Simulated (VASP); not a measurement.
Input of a VASP 6.6.1 run:

File INCAR:

```
ALGO = Normal ; EDIFF = 1E-7
ENCUT = 520 ; GGA = PE
ISIF = 2 ; ISMEAR = 0
LASPH = True ; LCHARG = False
LREAL = False ; LWAVE = False
NBANDS = 11 ; NELM = 100
PREC = Accurate ; SIGMA = 0.02
```

The input KPOINTS:

```
k-points
0
Gamma
  10 10 10
```

POSCAR

```
SiC
1.0
    0.0000000000      2.1790000000      2.1790000000
    2.1790000000      0.0000000000      2.1790000000
    2.1790000000      2.1790000000      0.0000000000
Si C
1 1
Direct
    0.0000000000      0.0000000000      0.0000000000
    0.2500000000      0.2500000000      0.2500000000
```

Potentials or basis: VASP PAW PBE potentials, release 64 (Si, C).

Launch:

```console
$ cat potpaw_PBE.64/Si/POTCAR potpaw_PBE.64/C/POTCAR > POTCAR
$ mpirun -np 1 vasp_std > vasp.out
```

Problem. What does it give for the band gap on the k mesh?

Solution. 1.36 eV, indirect (least direct gap 4.54 eV).

Problem. Estimate the pressure.

Solution. 3.2 GPa.

**What was measured.**

“Insight into the structural, elastic and electronic properties of a new orthorhombic 6O-SiC polytype”, 2020, pmc:7200658 quotes, for a bulk crystal of SiC: band gap 2.4 eV (indirect).

Against the measured gap of SiC, 2.4 eV (indirect; quoted in “Insight into the structural, elastic and electronic properties of a new orthorhombic 6O-SiC polytype”, 2020, pmc:7200658), the calculated 1.36 eV is off by -1.04 eV. The value is that of PBE on a finite k mesh, which can miss the band edges, without temperature or zero-point motion. Semilocal functionals fall short of measured gaps as a rule.
